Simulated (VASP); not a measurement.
Here is the system:

```
Rb
1.0
   -2.87379     2.87379     2.87379
    2.87379    -2.87379     2.87379
    2.87379     2.87379    -2.87379
Rb
1
Direct
  0.00000   0.00000   0.00000
```

Calculation: r2SCAN meta-GGA, VASP's PBE PAW potentials (set 64) (plane waves; VASP 6.6.1). Settings: 400 eV cut-off, 8×8×8 Γ-centred mesh, first-order Methfessel-Paxton smearing of 0.10 eV, potentials Rb_sv.

Task: Predict the energy per atom (σ→0), band gap (on the k-mesh) with the smallest direct gap where there is one.

Result: 
The band gap (on the k-mesh) is none (metal, semimetal or under 0.01 eV) and the energy per atom (σ→0) is -13.912 eV/atom.

The absolute energy has meaning only against runs of the same code, potentials and settings.

The compound is Rb in the bcc structure. It was relaxed first, which changed the volume by +5 %. The start is the result of an earlier pass.
